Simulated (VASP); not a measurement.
Input:

```
MgSe
1.0
    0.00000     2.77935     2.77935
    2.77935     0.00000     2.77935
    2.77935     2.77935     0.00000
Mg Se
1 1
Direct
  0.00000   0.00000   0.00000
  0.50000   0.50000   0.50000
```

Level of theory: PBE0 hybrid, VASP's PBE PAW potentials (set 64) (plane waves; VASP 6.6.1). Numerical set-up: 520 eV cut-off, 6×6×6 Γ-centred mesh, Gaussian smearing of 0.050 eV, potentials Mg Se.

Question: Estimate the energy per atom (σ→0), pressure, band gap (on the k-mesh) with the smallest direct gap where there is one.

Answer: 
| Property | Value |
|---|---|
| band gap (on the k-mesh) | 3.22 eV |
| smallest direct gap (on the k-mesh) | 3.82 eV |
| energy per atom (σ→0) | -4.639 eV/atom |
| pressure | -3.31 GPa |

The compound is MgSe in the rock salt structure. This cell is one point of a volume scan, at 1.03 of the reference volume. The cell's shape comes from a PBE relaxation.
